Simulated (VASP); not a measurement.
VASP runs on YN (rock salt) share one base input (PBE GGA, plane waves, VASP's PBE PAW potentials (set 64)) and change the settings named in each case.

KPOINTS:
```
Regular mesh
0
Gamma
 8 8 8
0 0 0
```

POSCAR:
```
YN
1
    0.0000000000     2.4888000000     2.4888000000
    2.4888000000     0.0000000000     2.4888000000
    2.4888000000     2.4888000000     0.0000000000
Y N
1 1
Direct
  0.0000000000   0.0000000000   0.0000000000
  0.5000000000   0.5000000000   0.5000000000
```

INCAR:
```
SYSTEM = YN
PREC = Accurate; ENCUT = 520; LREAL = .FALSE.
LASPH = .TRUE.
EDIFF = 1E-6; NELM = 100; ALGO = Normal
LMAXMIX = 4
ISMEAR = 0; SIGMA = 0.05
GGA = PE
ISIF = 2
LWAVE = .FALSE.; LCHARG = .FALSE.
```

POTCAR, in this order: Y_sv N (PBE.64 set). Program: vasp_std.

| change | E(σ→0) (eV/atom) | pressure (GPa) | gap on the mesh (eV) |
|---|---|---|---|
| base run | -9.1000 | -6.43 | 0.27 |
| GGA = 91 | -9.1485 | -6.59 | 0.28 |
| GGA removed, LMIXTAU = .TRUE., METAGGA = R2SCAN | -16.7029 | -7.56 | 0.67 |
| GGA = RP | -8.6928 | ___ | ___ |
| IVDW = 12 | -9.4058 | -9.73 | 0.27 |
| GGA removed, LMIXTAU = .TRUE., METAGGA = TPSS | -14.4753 | -7.02 | 0.28 |
| GGA removed, LMIXTAU = .TRUE., METAGGA = SCAN | -20.5719 | -8.14 | 0.66 |

Problem. Some entries are withheld; supply them.

Solution. 
- GGA = RP, pressure (GPa): -3.39
- GGA = RP, gap on the mesh (eV): 0.32

Energies of different potentials or functionals have different zeros.

Left out are runs that ran out of time, are held back, or changed the cell or the kind of run, fixed moments of cells without a moment, rows past the twelfth, gaps on odd meshes, pressures of charged cells and columns that move by less than the noise.

The compound is YN in the rock salt structure. The cell was not relaxed at this level.
